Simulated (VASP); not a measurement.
All values below come from vdW-DF-cx, VASP's PBE PAW potentials (set 64) (plane waves; VASP).

Input for VASP

POSCAR:
```
PbSe
4.3274940
  0.0000000000   0.7071066996   0.7071066996
  0.7071066996   0.0000000000   0.7071066996
  0.7071066996   0.7071066996   0.0000000000
Pb Se
1 1
direct
  0.0000000000   0.0000000000   0.0000000000
  0.5000000000   0.5000000000   0.5000000000
```

File KPOINTS:
```
k-points along high-symmetry lines
15
Line-mode
Reciprocal
  0.000000   0.000000   0.000000 ! GAMMA
  0.500000   0.000000   0.500000 ! X

  0.500000   0.000000   0.500000 ! X
  0.625000   0.250000   0.625000 ! U

  0.375000   0.375000   0.750000 ! K
  0.000000   0.000000   0.000000 ! GAMMA

  0.000000   0.000000   0.000000 ! GAMMA
  0.500000   0.500000   0.500000 ! L

  0.500000   0.500000   0.500000 ! L
  0.500000   0.250000   0.750000 ! W

  0.500000   0.250000   0.750000 ! W
  0.500000   0.000000   0.500000 ! X
```

### INCAR
```
SYSTEM = PbSe
PREC = Accurate; ENCUT = 520; LREAL = F
LASPH = T; ICHARG = 11
EDIFF = 1E-7; NELM = 100; ALGO = Normal
LMAXMIX = 4
ISMEAR = 0; SIGMA = 0.05
GGA = CX; LUSE_VDW = T; AGGAC = 0.0
LWAVE = F; LCHARG = F; LORBIT = 11
```

POTCAR, in this order: Pb_d Se (PBE.64 set). Program: vasp_std. Read from the step before: CHGCAR.

What VASP printed:

### OUTCAR
```
 ion  position               nearest neighbor table
   1  0.000  0.000  0.000-   2 3.06   2 3.06   2 3.06   2 3.06   2 3.06   2 3.06
   2  0.500  0.500  0.500-   1 3.06   1 3.06   1 3.06   1 3.06   1 3.06   1 3.06
  LATTYP: Found a face centered cubic cell.
 ALAT       =     6.1200000000
 Subroutine PRICEL returns:
 Original cell was already a primitive cell.
 Subroutine GETGRP returns: Found 48 space group operations
The static configuration has the point symmetry O_h .
The dynamic configuration has the point symmetry O_h .
 Subroutine INISYM returns: Found 48 space group operations
   k-points           NKPTS =     90   k-points in BZ     NKDIM =     90   number of bands    NBANDS=     14
   number of dos      NEDOS =    301   number of ions     NIONS =      2
   total plane-waves  NPLWV =  32768
   dimension x,y,z NGX =    32 NGY =   32 NGZ =   32
   dimension x,y,z NGXF=    64 NGYF=   64 NGZF=   64
   ions per type =               1   1
   PREC   = accura    normal or accurate (medium, high low for compatibility)
   ISTART =      0    job   : 0-new  1-cont  2-samecut
   ICHARG =     11    charge: 1-file 2-atom 10-const
   ISPIN  =      1    spin polarized calculation?
   LNONCOLLINEAR =      F non collinear calculations
   LSORBIT =      F    spin-orbit coupling
   INIWAV =      1    electr: 0-lowe 1-rand  2-diag
   ENCUT  =  520.0 eV  38.22 Ry    6.18 a.u.   8.05  8.05  8.05*2*pi/ulx,y,z
   NELM   =    100;   NELMIN=  2; NELMDL= -5     # of ELM steps
   EDIFF  = 0.1E-06   stopping-criterion for ELM
   LREAL  =      F    real-space projection
   NLSPLINE    = F    spline interpolate recip. space projectors
   LMAXMIX     =    4 max onsite mixed and CHGCAR
   VOSKOWN=      0    Vosko Wilk Nusair interpolation
   EDIFFG = 0.1E-05   stopping-criterion for IOM
   NSW    =      0    number of steps for IOM
   NBLOCK =      1;   KBLOCK =      1    inner block; outer block
   IBRION =     -1    ionic relax: 0-MD 1-quasi-New 2-CG
   NFREE  =      0    steps in history (QN), initial steepest desc. (CG)
   ISIF   =      2    stress and relaxation
   ISYM   =      2    0-nonsym 1-usesym 2-fastsym
   TEIN   =    0.0    initial temperature
   TEBEG  =    0.0;   TEEND  =   0.0 temperature during run
   SMASS  =  -3.00    Nose mass-parameter (am)
   PSTRESS=    0.0 pullay stress
   NELECT =      20.0000    total number of electrons
   EFERMI =   0.00;   METHOD = LEGACY
   ISMEAR =     0;   SIGMA  =   0.05  broadening in eV -4-tet -1-fermi 0-gaus
   IALGO  =     38    algorithm
   LDIAG  =      T    sub-space diagonalisation (order eigenvalues)
   IMIX   =      4    mixing-type and parameters
     AMIX     =   0.40;   BMIX     =  1.00
     AMIX_MAG =   1.60;   BMIX_MAG =  1.00
     AMIN     =   0.10
   GGA     = CX    functional components
   VOSKOWN =     0    Vosko Wilk Nusair interpolation
   LHFCALC =     F    Hartree Fock is set to
   LHFONE  =     F    Hartree Fock one center treatment
   AEXX    =    0.0000 exact exchange contribution
   LUSE_VDW   =     T    switch on vdW DFT
   IVDW    =     0    specifies the selected vdW correction
   LEPSILON=     F    determine dielectric tensor
   LRPA    =     F    only Hartree local field effects (RPA)
  energy-cutoff  :      520.00
  volume of cell :       57.31
      direct lattice vectors                 reciprocal lattice vectors
     0.000000000  3.060000000  3.060000000    -0.163398693  0.163398693  0.163398693
     3.060000000  0.000000000  3.060000000     0.163398693 -0.163398693  0.163398693
     3.060000000  3.060000000  0.000000000     0.163398693  0.163398693 -0.163398693
 k-point     1 :   0.0000 0.0000 0.0000  plane waves:    1471
 k-point     2 :   0.0357 0.0000 0.0357  plane waves:    1479
 k-point     3 :   0.0714 0.0000 0.0714  plane waves:    1499
 k-point     4 :   0.1071 0.0000 0.1071  plane waves:    1515
 k-point     5 :   0.1429 0.0000 0.1429  plane waves:    1523
 k-point     6 :   0.1786 0.0000 0.1786  plane waves:    1531
 k-point     7 :   0.2143 0.0000 0.2143  plane waves:    1535
 k-point     8 :   0.2500 0.0000 0.2500  plane waves:    1523
 k-point     9 :   0.2857 0.0000 0.2857  plane waves:    1551
...
```

OSZICAR:
```
       N       E                     dE             d eps       ncg     rms          rms(c)
DAV:   1     0.161981450980E+03    0.16198E+03   -0.97791E+03  2534   0.145E+03
DAV:   2     0.780378424815E+01   -0.15418E+03   -0.15080E+03  2652   0.353E+02
DAV:   3    -0.392900650792E+01   -0.11733E+02   -0.11478E+02  3408   0.102E+02
DAV:   4    -0.419702969210E+01   -0.26802E+00   -0.26787E+00  2746   0.187E+01
DAV:   5    -0.420643993740E+01   -0.94102E-02   -0.94099E-02  3468   0.337E+00
DAV:   6    -0.420691150768E+01   -0.47157E-03   -0.47157E-03  3328   0.653E-01
DAV:   7    -0.420691740449E+01   -0.58968E-05   -0.58972E-05  3628   0.602E-02
DAV:   8    -0.420691747506E+01   -0.70569E-07   -0.70518E-07  3130   0.780E-03
   1 F= -.42069175E+01 E0= -.42069166E+01  d E =-.170188E-05
```

### OUTCAR
```
 val. band max:        4.9422837928   @ k =   0.5000   0.5000   0.5000

 cond. band min:       5.1992305982   @ k =   0.5000   0.5000   0.5000



 k-point     1 :       0.0000    0.0000    0.0000
  band No.  band energies     occupation
      1     -11.8187      2.00000
      2     -11.8187      2.00000
      3     -11.8187      2.00000
      4     -11.8152      2.00000
      5     -11.8152      2.00000
      6      -8.6450      2.00000
      7      -1.4025      2.00000
      8       3.0888      2.00000
      9       3.0888      2.00000
     10       3.0888      2.00000
     11       9.6076      0.00000
     12       9.6076      0.00000
     13       9.6076      0.00000
     14      11.4593      0.00000

 k-point     2 :       0.0357    0.0000    0.0357
  band No.  band energies     occupation
      1     -11.8189      2.00000
      2     -11.8182      2.00000
      3     -11.8182      2.00000
      4     -11.8159      2.00000
      5     -11.8149      2.00000
      6      -8.6318      2.00000
      7      -1.4480      2.00000
      8       3.0691      2.00000
      9       3.0691      2.00000
     10       3.1692      2.00000
     11       9.3309      0.00000
     12       9.5827      0.00000
     13       9.5827      0.00000
     14      11.3266      0.00000

 k-point     3 :       0.0714    0.0000    0.0714
  band No.  band energies     occupation
      1     -11.8196      2.00000
      2     -11.8183      2.00000
      3     -11.8166      2.00000
      4     -11.8166      2.00000
      5     -11.8142      2.00000
      6      -8.5922      2.00000
      7      -1.5727      2.00000
      8       3.0113      2.00000
      9       3.0113      2.00000
     10       3.3920      2.00000
     11       8.6850      0.00000
     12       9.5280      0.00000
     13       9.5280      0.00000
     14      11.0285      0.00000

 k-point     4 :       0.1071    0.0000    0.1071
  band No.  band energies     occupation
      1     -11.8226      2.00000
...
```

The density is held fixed in this step, so its total energy and stress have no physical meaning. Unless said otherwise, spin-orbit coupling is left out, though it shifts the bands of the heavy elements here.

The compound is PbSe in the rock salt structure. The cell was not relaxed at this level.
